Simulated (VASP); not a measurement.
An input for Ansatz (written as the equivalent of a VASP run, and not itself run):

Ansatz 0.2 input:
```yaml
crystal:
  lattice:
    - [0.0000000, 2.8330546, 2.8330546]
    - [2.8330546, 0.0000000, 2.8330546]
    - [2.8330546, 2.8330546, 0.0000000]
  atoms:
    - { symbol: Ge, position: [0.0000000, 0.0000000, 1.0000000] }
    - { symbol: Ge, position: [0.2500000, 0.2500000, 0.2500000] }
kpoints:
  mp_grid: { grid: [10, 10, 10] }
hamiltonian:
  xc: pbesol
  pseudopotentials: { kind: paw }
scf:
  occupations: { method: methfessel_paxton, width: 0.1 }
  max_iter: 100
relax:
  max_steps: 60
  f_tol: 0.01
  cell: {}
output: { forces: true, stress: true, eigenvalues: true }
```

Question: Write the VASP files for the same calculation (PBEsol).

Answer: Several could match; the one computed here: 
KPOINTS:
```
Automatic mesh
0
Gamma
 10 10 10
```

### INCAR
```
SYSTEM = Ge
PREC = Accurate
ENCUT = 400
EDIFF = 1E-6
NELM = 100
ALGO = Normal
LREAL = .FALSE.
LASPH = .TRUE.
ISMEAR = 1
SIGMA = 0.1
GGA = PS
LMAXMIX = 4
LWAVE = .FALSE.
LCHARG = .FALSE.
IBRION = 2
ISIF = 3
NSW = 60
EDIFFG = -0.01
```

File POSCAR:
```
Ge
1.0
  0.0000000000   2.8330545933   2.8330545933
  2.8330545933   0.0000000000   2.8330545933
  2.8330545933   2.8330545933   0.0000000000
Ge
2
direct
  0.0000000000   0.0000000000   1.0000000000
  0.2500000000   0.2500000000   0.2500000000
```

POTCAR, in this order: Ge_d (PBE.64 set). Program: vasp_std.

Limits of the translation: each code has its own PAW files, so the cut-off isn't converted (ENCUT is set for VASP's; basis.ecutwfc is left out, and Ansatz then takes the one that its files recommend); Ansatz stops its SCF on the density residual and VASP on the energy change (EDIFF).

The compound is Ge in the diamond structure. This run relaxes it. Symmetry was kept, so distortions that lower it aren't found. The start is the result of an earlier pass.
